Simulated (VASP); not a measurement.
Level of theory: r2SCAN meta-GGA, VASP's PBE PAW potentials (set 64) (plane waves; VASP).

The input files of a VASP run:

INCAR:
```
SYSTEM = Al3Sc
PREC = Normal
ENCUT = 400
EDIFF = 1E-5
NELM = 100
ALGO = Normal
LREAL = .FALSE.
LASPH = .TRUE.
ISMEAR = 1
SIGMA = 0.1
METAGGA = R2SCAN
LMIXTAU = .TRUE.
LMAXMIX = 4
LWAVE = .FALSE.
LCHARG = .FALSE.
NELMIN = 4
IBRION = 2
ISIF = 2
NSW = 20
EDIFFG = -0.03
```

File KPOINTS:
```
K-points
0
Gamma
10 10 10
```

POSCAR:
```
Al3Sc
1
    4.0850747859     0.0000000000     0.0000000000
    0.0000000000     4.0850747859     0.0000000000
    0.0000000000     0.0000000000     4.0850747859
Sc Al
1 3
Direct
  0.0000000000   0.0000000000   0.0000000000
  0.0000000000   0.5000000000   0.5000000000
  0.5000000000   0.0000000000   0.5000000000
  0.5000000000   0.5000000000   0.0000000000
```

POTCAR, in this order: Sc_sv Al (PBE.64 set). Program: vasp_std.

Output

OSZICAR:
```
       N       E                     dE             d eps       ncg     rms          rms(c)
DAV:   1     0.899179605331E+02    0.89918E+02   -0.75892E+03  1576   0.110E+03
DAV:   2    -0.294738190197E+02   -0.11939E+03   -0.11764E+03  1636   0.361E+02
DAV:   3    -0.370759309081E+02   -0.76021E+01   -0.70112E+01  2428   0.674E+01
DAV:   4    -0.372101510088E+02   -0.13422E+00   -0.13382E+00  2128   0.101E+01
DAV:   5    -0.372137085564E+02   -0.35575E-02   -0.35565E-02  2286   0.162E+00    0.120E+01
DAV:   6    -0.335904859249E+02    0.36232E+01   -0.56829E+00  2176   0.378E+01    0.442E+00
DAV:   7    -0.332337370905E+02    0.35675E+00   -0.54804E-01  1852   0.763E+00    0.213E+00
DAV:   8    -0.334717536241E+02   -0.23802E+00   -0.64914E-01  2150   0.747E+00    0.758E-01
DAV:   9    -0.334427051775E+02    0.29048E-01   -0.12814E-01  2034   0.459E+00    0.347E-01
DAV:  10    -0.335064564179E+02   -0.63751E-01   -0.11772E-01  2200   0.410E+00    0.249E-01
DAV:  11    -0.335031327979E+02    0.33236E-02   -0.12479E-02  2492   0.156E+00    0.176E-01
DAV:  12    -0.335052630759E+02   -0.21303E-02   -0.31617E-03  2068   0.629E-01    0.406E-02
DAV:  13    -0.335056868217E+02   -0.42375E-03   -0.65597E-04  2038   0.270E-01    0.233E-02
DAV:  14    -0.335056367719E+02    0.50050E-04   -0.11337E-04  2318   0.143E-01    0.937E-03
DAV:  15    -0.335056757820E+02   -0.39010E-04   -0.29485E-05  1738   0.664E-02    0.714E-03
DAV:  16    -0.335056728061E+02    0.29759E-05   -0.12896E-05  1266   0.481E-02
   1 F= -.33505673E+02 E0= -.33505787E+02  d E =-.335057E+02
```

### OUTCAR
```
------------------------ aborting loop because EDIFF is reached ----------------------------------------
  FORCE on cell =-STRESS in cart. coord.  units (eV):
  Direction    XX          YY          ZZ          XY          YZ          ZX
  --------------------------------------------------------------------------------------
  Total       -0.0294270     -0.0294270     -0.0294270      0.0000000      0.0000000     -0.0000000
  in kB       -0.6916026     -0.6916026     -0.6916026      0.0000000      0.0000000     -0.0000000
  external PRESSURE =      -0.6916026 kB  Pullay stress =       0.0000000 kB
  volume of cell :       68.17
      direct lattice vectors                 reciprocal lattice vectors
     4.085074786  0.000000000  0.000000000     0.244793560  0.000000000  0.000000000
     0.000000000  4.085074786  0.000000000     0.000000000  0.244793560  0.000000000
     0.000000000  0.000000000  4.085074786     0.000000000  0.000000000  0.244793560
 POSITION                                       TOTAL-FORCE (eV/Angst)
 -----------------------------------------------------------------------------------
      0.00000      0.00000      0.00000         0.000000      0.000000      0.000000
      0.00000      2.04254      2.04254         0.000000      0.000000      0.000000
      2.04254      0.00000      2.04254         0.000000      0.000000      0.000000
      2.04254      2.04254      0.00000         0.000000      0.000000      0.000000
 -----------------------------------------------------------------------------------
    total drift:                               -0.000000     -0.000000     -0.000000
  FREE ENERGIE OF THE ION-ELECTRON SYSTEM (eV)
  ---------------------------------------------------
  free  energy   TOTEN  =       -33.5056728061 eV

  energy  without entropy=      -33.5060143209  energy(sigma->0) =      -33.50578664

 reached required accuracy - stopping structural energy minimisation
```
(Selected blocks of OUTCAR.)

The compound is Al3Sc in the L1_2 structure. It was relaxed first.
